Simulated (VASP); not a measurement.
# MgAl18 in VASP: notebook

One slab, MgAl18, is run at these levels: PBE; tasks: single point, relaxation of the atoms.

All numbers are computed with VASP 6.6.1; they aren't measurements. Logs are shortened: lines on timing, memory, paths and dates and some standing lists are left out, and cuts for length are marked.

## (1) The structure

The cell holds a slab with vacuum, 19 atoms: a = 5.728 Å, b = 8.591 Å, c = 17.677 Å, α = 90.00°, β = 90.00°, γ = 60.00°.

The cell was built by a generator and needn't be a form met in nature.

## (2) Single point, PBE

The input, INCAR:

```
SYSTEM = MgAl18
PREC = Accurate
ENCUT = 520
EDIFF = 1E-6
ISMEAR = -1
SIGMA = 0.15
LREAL = Auto
LASPH = .TRUE.
NELM = 100
ALGO = Fast
ISIF = 2
LWAVE = .FALSE.
LCHARG = .FALSE.
GGA = PE
NBANDS = 43
```

The input, KPOINTS:

```
regular mesh
0
G
  3 2 1
  0 0 0
```

The input, POSCAR:

```
MgAl18
1.0
    5.7275650000      0.0000000000      0.0000000000
    4.2956740000      7.4403250000      0.0000000000
    0.0000000000      0.0000000000     17.6765370000
Al Mg
18 1
Direct
    0.1666667000      0.1111111000      0.0565722000
    0.6666667000      0.1111111000      0.0565722000
    0.1666667000      0.4444444000      0.0565722000
    0.6666667000      0.4444444000      0.0565722000
    0.1666667000      0.7777778000      0.0565722000
    0.6666667000      0.7777778000      0.0565722000
   -0.1655132087      0.2208229763      0.1900982764
    0.3334325379      0.2221293072      0.1894257269
   -0.1676514841      0.5557367352      0.1897174723
    0.3343463430      0.5550949654      0.1890175057
   -0.1663691660      0.8892762627      0.1905099148
    0.3326792248      0.8890680386      0.1907273088
    0.0013421740     -0.0014218864      0.3264584434
    0.4919179145      0.0101587005      0.3220683917
   -0.0032244189      0.3349286957      0.3244231328
    0.5034100042      0.3313932033      0.3228267570
    0.0094379640      0.6614245884      0.3219895413
    0.4963418870      0.6618270138      0.3219733377
    0.6586314398      0.7841857078      0.4534856288
```

Potentials or basis: VASP PAW PBE potentials, release 64 (Al, Mg).

Run with:

```console
cat potpaw_PBE.64/Al/POTCAR potpaw_PBE.64/Mg/POTCAR > POTCAR
mpirun -np 1 vasp_std > vasp.out
```

OUTCAR:

```text
SYSTEM = MgAl18
   PREC = Accurate
   ENCUT = 520
   EDIFF = 1E-6
   ISMEAR = -1
   LREAL = Auto
   LASPH = .TRUE.
   NELM = 100
   ISIF = 2
   GGA = PE

 ion  position               nearest neighbor table
   1  0.167  0.111  0.057-   3 2.86   5 2.86   6 2.86   4 2.86   2 2.86   2 2.86   8 2.87   7 2.88
                            12 2.89
   2  0.667  0.111  0.057-   4 2.86   6 2.86   5 2.86   3 2.86   1 2.86   1 2.86   8 2.87   7 2.88
                            11 2.89
   3  0.167  0.444  0.057-   1 2.86   2 2.86   4 2.86   4 2.86   6 2.86   5 2.86  10 2.87   8 2.87
                             9 2.88
   4  0.667  0.444  0.057-  10 2.86   2 2.86   1 2.86   3 2.86   3 2.86   5 2.86   6 2.86   9 2.87
                             7 2.89
   5  0.167  0.778  0.057-   1 2.86   2 2.86   6 2.86   6 2.86   4 2.86   3 2.86  10 2.87  11 2.89
                            12 2.89
   6  0.667  0.778  0.057-   2 2.86   1 2.86   5 2.86   5 2.86   3 2.86   4 2.86   9 2.88  11 2.89
                            12 2.89
   7  0.834  0.221  0.190-  11 2.85  12 2.85   8 2.86  16 2.86   8 2.86  10 2.87   9 2.87   1 2.88
                             2 2.88   4 2.89  15 2.89  13 2.92
   8  0.333  0.222  0.189-  14 2.83  11 2.86  10 2.86   7 2.86  12 2.86   7 2.86   9 2.87   2 2.87
                             1 2.87   3 2.87  16 2.88  15 2.91
   9  0.832  0.556  0.190-  10 2.86  12 2.86   8 2.87  11 2.87  17 2.87   7 2.87  18 2.87  10 2.87
[... 4 lines left out ...]
                             2 2.89   5 2.89   6 2.89  13 2.91
  12  0.333  0.889  0.191-   7 2.85  11 2.86   9 2.86   8 2.86  10 2.86  11 2.87  18 2.87  14 2.87
                             5 2.89   1 2.89   6 2.89  13 2.91
  13  0.001  0.999  0.326-  16 2.86  14 2.86  18 2.87  14 2.87  17 2.87  15 2.88  12 2.91  11 2.91
                             7 2.92
  14  0.492  0.010  0.322-  16 2.79  15 2.81   8 2.83  13 2.86  19 2.87  13 2.87  12 2.87  11 2.88
                            18 2.98  17 2.98
  15  0.997  0.335  0.324-  14 2.81  18 2.84  16 2.84  17 2.84  13 2.88  16 2.89   9 2.89   7 2.89
                             8 2.91
  16  0.503  0.331  0.323-  14 2.79  18 2.82  17 2.83  15 2.84  13 2.86   7 2.86   8 2.88  15 2.89
                            10 2.89
  17  0.009  0.661  0.322-  18 2.79  16 2.83  15 2.84  10 2.85   9 2.87  13 2.87  11 2.88  19 2.90
                            18 2.94  14 2.98
  18  0.496  0.662  0.322-  17 2.79  16 2.82  15 2.84  10 2.84  13 2.87  12 2.87   9 2.87  19 2.89
                            17 2.94  14 2.98
  19  0.659  0.784  0.453-  14 2.87  18 2.89  17 2.90

  LATTYP: Found a simple monoclinic cell.
 ALAT       =     5.7275650000
 B/A-ratio  =     3.0862219809
 C/A-ratio  =     1.3228756151
 COS(beta)  =    -0.1889822093

  Lattice vectors:

 A1 = (   5.7275650000,   0.0000000000,   0.0000000000)
 A2 = (   0.0000000000,   0.0000000000, -17.6765370000)
 A3 = (  -1.4318910000,   7.4403250000,   0.0000000000)

Analysis of symmetry for initial positions (statically):
=====================================================================
 Subroutine PRICEL returns:
 Original cell was already a primitive cell.

 Routine SETGRP: Setting up the symmetry group for a
 simple monoclinic supercell.

 Subroutine GETGRP returns: Found  1 space group operations
 (whereof  1 operations were pure point group operations)
 out of a pool of  4 trial point group operations.

The static configuration has the point symmetry C_1 .

Analysis of symmetry for dynamics (positions and initial velocities):
=====================================================================
 Subroutine PRICEL returns:
 Original cell was already a primitive cell.

 Routine SETGRP: Setting up the symmetry group for a
 simple monoclinic supercell.

 Subroutine GETGRP returns: Found  1 space group operations
 (whereof  1 operations were pure point group operations)
 out of a pool of  4 trial point group operations.

The dynamic configuration has the point symmetry C_1 .

 Subroutine INISYM returns: Found  1 space group operations
 (whereof  1 operations are pure point group operations),
 and found     1 'primitive' translations

----------------------------------------------------------------------------------------

                                     Primitive cell

  volume of cell :     753.2847

  direct lattice vectors                    reciprocal lattice vectors
     5.727565000  0.000000000  0.000000000     0.174594265 -0.100802054  0.000000000
     4.295674000  7.440325000  0.000000000     0.000000000  0.134402731  0.000000000
     0.000000000  0.000000000 17.676537000     0.000000000  0.000000000  0.056572167

  length of vectors
     5.727565000  8.591347462 17.676537000     0.201604096  0.134402731  0.056572167

  position of ions in fractional coordinates (direct lattice)
     0.166666700  0.111111100  0.056572200
[... 50 lines left out ...]

  Cartesian coordinates                     Fractional coordinates (reciprocal lattice)
     0.058198088 -0.033600685  0.000000000     0.333333333  0.000000000  0.000000000
     0.000000000  0.067201366  0.000000000     0.000000000  0.500000000  0.000000000
     0.000000000  0.000000000  0.056572167     0.000000000  0.000000000  1.000000000

  Length of vectors
     0.067201365  0.067201366  0.056572167

  Shift w.r.t. Gamma in fractional coordinates (k-lattice)
     0.000000000  0.000000000  0.000000000

 -----------------------------------------------------------------------------
|                                                                             |
|           W    W    AA    RRRRR   N    N  II  N    N   GGGG   !!!           |
|           W    W   A  A   R    R  NN   N  II  NN   N  G    G  !!!           |
|           W    W  A    A  R    R  N N  N  II  N N  N  G       !!!           |
|           W WW W  AAAAAA  RRRRR   N  N N  II  N  N N  G  GGG   !            |
|           WW  WW  A    A  R   R   N   NN  II  N   NN  G    G                |
|           W    W  A    A  R    R  N    N  II  N    N   GGGG   !!!           |
|                                                                             |
|     Your reciprocal lattice and k-lattice belong to different lattice       |
|     classes:                                                                |
|                                                                             |
|        The reciprocal lattice is simple monoclinic,                         |
|        whereas your k-lattice is hexagonal.                                 |
|                                                                             |
|     Results are often still useful ...                                      |
|                                                                             |
 -----------------------------------------------------------------------------

 Subroutine IBZKPT returns following result:
 ===========================================

 Found      4 irreducible k-points:

 Following reciprocal coordinates:
            Coordinates               Weight
  0.000000  0.000000  0.000000      1.000000
  0.333333  0.000000  0.000000      2.000000
  0.000000  0.500000  0.000000      1.000000
  0.333333  0.500000  0.000000      2.000000
   k-points           NKPTS =      4   k-points in BZ     NKDIM =      4   number of bands    NBANDS=     43
   number of dos      NEDOS =    301   number of ions     NIONS =     19
   total plane-waves  NPLWV = 430080
   dimension x,y,z NGX =    48 NGY =   64 NGZ =  140
   dimension x,y,z NGXF=    96 NGYF=  128 NGZF=  280
   ions per type =              18   1
   NGX,Y,Z   is equivalent  to a cutoff of  13.93, 12.38, 13.17 a.u.
   NGXF,Y,Z  is equivalent  to a cutoff of  27.86, 24.77, 26.33 a.u.
 SYSTEM =  MgAl18
   PREC   = accura    normal or accurate (medium, high low for compatibility)
   ISTART =      0    job   : 0-new  1-cont  2-samecut
   ICHARG =      2    charge: 1-file 2-atom 10-const
   ISPIN  =      1    spin polarized calculation?
   LNONCOLLINEAR =      F non collinear calculations
   LSORBIT =      F    spin-orbit coupling
   LASPH  =      T    aspherical Exc in radial PAW
   ENCUT  =  520.0 eV  38.22 Ry    6.18 a.u.  10.65 15.97 32.87*2*pi/ulx,y,z
   NELM   =    100;   NELMIN=  2; NELMDL= -5     # of ELM steps
   EDIFF  = 0.1E-05   stopping-criterion for ELM
   LREAL  =      T    real-space projection
   EDIFFG = 0.1E-04   stopping-criterion for IOM
   NSW    =      0    number of steps for IOM
   IBRION =     -1    ionic relax: 0-MD 1-quasi-New 2-CG
   NFREE  =      0    steps in history (QN), initial steepest desc. (CG)
   ISIF   =      2    stress and relaxation
   ISYM   =      2    0-nonsym 1-usesym 2-fastsym
   POTIM  = 0.5000    time-step for ionic-motion
   TEBEG  =    0.0;   TEEND  =   0.0 temperature during run
   PSTRESS=    0.0 pullay stress
   NELECT =      56.0000    total number of electrons
   NUPDOWN=      -1.0000    fix difference up-down
   EMIN   =  10.00;   EMAX   =-10.00  energy-range for DOS
   EFERMI =   0.00;   METHOD = LEGACY
   ISMEAR =    -1;   SIGMA  =   0.15  broadening in eV -4-tet -1-fermi 0-gaus
   EFERMI_NEDOS =   21; number of points for ismear=-14 and -15
   IALGO  =     68    algorithm
   IMIX   =      4    mixing-type and parameters
     AMIX     =   0.40;   BMIX     =  1.00
     AMIX_MAG =   1.60;   BMIX_MAG =  1.00
  volume/ion in A,a.u.               =      39.65       267.55
  Fermi-wavevector in a.u.,A,eV,Ry     =   0.688363  1.300818  6.447042  0.473844
  Thomas-Fermi vector in A             =   1.769142
   LORBIT       =      0    0 simple, 1 ext, 2 COOP (PROOUT), +10 PAW based schemes
   GGA     = PE    functional components
   LHFCALC =     F    Hartree Fock is set to
   AEXX    =    0.0000 exact exchange contribution
   IVDW    =     0    specifies the selected vdW correction
   LEPSILON=     F    determine dielectric tensor
   LRPA    =     F    only Hartree local field effects (RPA)
 non-spin polarized calculation
 RMM-DIIS sequential band-by-band and
  energy-cutoff  :      520.00
  volume of cell :      753.28
 maximum number of plane-waves:     20332
 NGX is ok and might be reduce to    42
   NGX = 21   NGY = 31   NGZ = 65

 number of electron      56.0000000 magnetization

 Free energy of the ion-electron system (eV)
  ---------------------------------------------------
  ext. energy  EPLUGINS =         0.00000000
  ---------------------------------------------------
  free energy    TOTEN  =       -64.80921531 eV

  energy without entropy =      -63.98397598  energy(sigma->0) =      -64.39659564

 E-fermi :   0.9503     XC(G=0):  -5.4664

 val. band max:        0.9187710051   @ k =   0.3333   0.5000   0.0000
 cond. band min:       1.0257484652   @ k =   0.0000   0.0000   0.0000
 fundamental gap:      0.1069774602
 Fermi energy:         0.9502743909

 k-point     1 :       0.0000    0.0000    0.0000
  band No.  band energies     occupation
      1      -9.3256      2.00000
      2      -7.6649      2.00000
      3      -6.7061      2.00000
      4      -6.6615      2.00000
      5      -5.2243      2.00000
      6      -5.0621      2.00000
[... 161 lines left out ...]
     39       3.3672      0.00000
     40       3.3988      0.00000
 [bands above 40 left out]

------------------------ aborting loop because EDIFF is reached ----------------------------------------

  FORCE on cell =-STRESS in cart. coord.  units (eV):
  Direction    XX          YY          ZZ          XY          YZ          ZX
  --------------------------------------------------------------------------------------
  -------------------------------------------------------------------------------------
  Total       -6.5909220     -6.4129093     -0.0725622      0.0162491     -0.0067515      0.0046008
  in kB      -14.0183738    -13.6397547     -0.1543340      0.0345605     -0.0143600      0.0097856
  external PRESSURE =      -9.2708209 kB  Pullay stress =       0.0000000 kB

 VOLUME and BASIS-vectors are now :
 -----------------------------------------------------------------------------
  energy-cutoff  :      520.00
  volume of cell :      753.28
      direct lattice vectors                 reciprocal lattice vectors
     5.727565000  0.000000000  0.000000000     0.174594265 -0.100802054  0.000000000
     4.295674000  7.440325000  0.000000000     0.000000000  0.134402731  0.000000000
     0.000000000  0.000000000 17.676537000     0.000000000  0.000000000  0.056572167

 POSITION                                       TOTAL-FORCE (eV/Angst)
 -----------------------------------------------------------------------------------
      1.43189      0.82670      1.00000        -0.022115     -0.018307      0.008210
      4.29567      0.82670      1.00000         0.023272     -0.040763      0.011846
      2.86378      3.30681      1.00000        -0.028693      0.033892     -0.032728
      5.72757      3.30681      1.00000         0.029368     -0.008675      0.007950
      4.29567      5.78692      1.00000        -0.025218      0.029506     -0.024670
      7.15946      5.78692      1.00000         0.024905      0.006724      0.034412
[... 11 lines left out ...]
      5.68582      4.92421      5.69137         0.003739      0.002891      0.003012
      7.14096      5.83460      8.01606         0.002066     -0.002889     -0.006855
 -----------------------------------------------------------------------------------
    total drift:                               -0.009006      0.007434     -0.001888

  FREE ENERGIE OF THE ION-ELECTRON SYSTEM (eV)
  ---------------------------------------------------
  free  energy   TOTEN  =       -64.8092153063 eV

  energy  without entropy=      -63.9839759783  energy(sigma->0) =      -64.39659564
```

It took 4.8 min on 1 thread of Intel Xeon 6975P-C (Granite Rapids), shared host; peak memory 0.77 GiB.

What came out:

| Item | Value |
| --- | --- |
| Free energy | -64.8092 eV |
| Largest force | 0.055 eV/Å |
| Band gap on the k mesh | none (metal or under the smearing width) |

Forces in eV/Å, atoms in the order of the input:
```
Al  -0.022 -0.018  0.008
Al   0.023 -0.041  0.012
Al  -0.029  0.034 -0.033
Al   0.029 -0.009  0.008
Al  -0.025  0.030 -0.025
Al   0.025  0.007  0.034
Al   0.000  0.000  0.000
Al  -0.002 -0.002  0.000
Al   0.002 -0.001 -0.003
Al   0.000  0.004 -0.001
Al  -0.002 -0.001 -0.003
Al   0.003  0.000 -0.003
Al   0.000 -0.003 -0.001
Al  -0.002 -0.003  0.000
Al  -0.004  0.004  0.002
Al   0.002 -0.002  0.005
Al  -0.005 -0.001  0.003
Al   0.004  0.003  0.003
Mg   0.002 -0.003 -0.007
```

Caveat: the k mesh is coarse (spacing up to 0.42 Å⁻¹), so the values aren't converged.

## (3) Relaxation of the atoms, PBE

The input, INCAR:

```
SYSTEM = MgAl18
ALGO = Fast ; EDIFF = 1E-6
EDIFFG = -0.03 ; ENCUT = 520
GGA = PE ; IBRION = 2
ISIF = 2 ; ISMEAR = -1
LASPH = .TRUE. ; LCHARG = .FALSE.
LREAL = Auto ; LWAVE = .FALSE.
NELM = 100 ; NSW = 80
PREC = Accurate ; SIGMA = 0.15
```

The input, KPOINTS:

```
k-points
0
G
  3 2 1
  0 0 0
```

The input, POSCAR:

```
MgAl18
1.0
    5.7275650000      0.0000000000      0.0000000000
    4.2956740000      7.4403250000      0.0000000000
    0.0000000000      0.0000000000     17.6765370000
Al Mg
18 1
Selective dynamics
Direct
    0.1666667000      0.1111111000      0.0565722000  F F F
    0.6666667000      0.1111111000      0.0565722000  F F F
    0.1666667000      0.4444444000      0.0565722000  F F F
    0.6666667000      0.4444444000      0.0565722000  F F F
    0.1666667000      0.7777778000      0.0565722000  F F F
    0.6666667000      0.7777778000      0.0565722000  F F F
   -0.1666667000      0.2222222000      0.1888531000  T T T
    0.3333333000      0.2222222000      0.1888531000  T T T
   -0.1666667000      0.5555556000      0.1888531000  T T T
    0.3333333000      0.5555556000      0.1888531000  T T T
   -0.1666667000      0.8888889000      0.1888531000  T T T
    0.3333333000      0.8888889000      0.1888531000  T T T
    0.0000000000      0.0000000000      0.3211340000  T T T
    0.5000000000      0.0000000000      0.3211340000  T T T
    0.0000000000      0.3333333000      0.3211340000  T T T
    0.5000000000      0.3333333000      0.3211340000  T T T
    0.0000000000      0.6666667000      0.3211340000  T T T
    0.5000000000      0.6666667000      0.3211340000  T T T
    0.6562754000      0.7862170000      0.4427642000  T T T
```

Potentials or basis: VASP PAW PBE potentials, release 64 (Al, Mg).

Run with:

```console
cat potpaw_PBE.64/Al/POTCAR potpaw_PBE.64/Mg/POTCAR > POTCAR
mpirun -np 1 vasp_std > vasp.out
```

It took 16 min on 1 thread of Intel Xeon 6975P-C (Granite Rapids), shared host; peak memory 0.92 GiB.

It converged, with:

* Free energy: -64.8070 eV
* Energy gained by relaxing: 6.0 meV/atom
* Ionic steps: 10
* Band gap on the k mesh: none (metal or under the smearing width)

Step by step:
```
step  energy change (eV)  largest force (eV/Å)  pressure (GPa)
   1              0.0000                0.8046           -0.57
   2             -0.0669                0.4633           -0.63
   3             -0.1024                0.1328           -0.68
   4             -0.1025                0.1279           -0.67
   5             -0.1063                0.0878           -0.69
   6             -0.1089                0.1138           -0.74
   7             -0.1091                0.1039           -0.73
   8             -0.1107                0.0988           -0.74
   9             -0.1129                0.0857           -0.78
  10             -0.1142                0.0813           -0.80
```

Final structure:
```
Al Mg
1.0
     5.72757    0.00000    0.00000
     4.29567    7.44032    0.00000
     0.00000    0.00000   17.67654
Al Mg
18 1
Direct
  0.16667 0.11111 0.05657
  0.66667 0.11111 0.05657
  0.16667 0.44444 0.05657
  0.66667 0.44444 0.05657
  0.16667 0.77778 0.05657
  0.66667 0.77778 0.05657
  0.83484 0.22067 0.18966
  0.33251 0.22286 0.18858
  0.83207 0.55612 0.18908
  0.33494 0.55483 0.18799
  0.83361 0.88947 0.18982
  0.33248 0.88932 0.19002
  0.00205 0.99816 0.32530
  0.49067 0.01162 0.32042
  0.99541 0.33626 0.32346
  0.50430 0.33108 0.32153
  0.01047 0.66118 0.32034
  0.49602 0.66169 0.32032
  0.65772 0.78498 0.45076
```

Levels at points of the mesh, in eV from the Fermi level:
| k point | band 26 | band 27 | band 28 | band 29 | band 30 | band 31 |
| --- | --- | --- | --- | --- | --- | --- |
| (0.00, 0.00, 0.00) | -0.29 | -0.21 | -0.15 | -0.12 | 0.06 | 0.15 |
| (0.00, 0.50, 0.00) | -0.42 | -0.32 | -0.17 | -0.16 | -0.14 | -0.08 |

Caveat: the k mesh is coarse (spacing up to 0.42 Å⁻¹), so the values aren't converged.

(Part 1 of 2 ends here.)
